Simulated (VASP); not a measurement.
Consider the following.

```cif
data_Cu
_chemical_formula_sum 'Cu1'
_space_group_name_H-M_alt 'P 1'
_space_group_IT_number 1
_cell_length_a 2.52290
_cell_length_b 2.52290
_cell_length_c 2.52290
_cell_angle_alpha 60.000
_cell_angle_beta 60.000
_cell_angle_gamma 60.000
loop_
_space_group_symop_operation_xyz
  'x, y, z'
loop_
_atom_site_label
_atom_site_type_symbol
_atom_site_fract_x
_atom_site_fract_y
_atom_site_fract_z
_atom_site_occupancy
Cu1 Cu 0.00000 0.00000 0.00000 1
```

Level of theory: PBEsol GGA, VASP's PBE PAW potentials (set 64) (plane waves; VASP). Settings: 520 eV cut-off, 17×17×17 Γ-centred mesh, first-order Methfessel-Paxton smearing of 0.10 eV, potentials Cu.

Problem. Give the energy at these volumes per atom, relative to the lowest: 10.69, 11.03, 11.37, 11.71, 12.05 Å³.

Solution. 22.7, 5.1, 0.0, 5.5, 19.7 meV/atom. A third-order Birch-Murnaghan fit gives B0 = 166 GPa and B0′ = 4.9.

Measured: bulk modulus 144 GPa at 0 K (computed value off by +14.8 %), as given by Daniel Mejia-Rodriguez et al., Physical Review B (2018), arXiv:1807.09216 [0 K value with the zero-point phonon effect removed]; a 3.595 Å at 0 K (computed value off by -0.8 %), as given by Gábor I. Csonka et al., Physical Review B (2009), arXiv:0903.4037 [low-temperature or extrapolated to 0 K; zero-point anharmonic expansion removed].

The compound is Cu in the fcc structure. It was relaxed first.
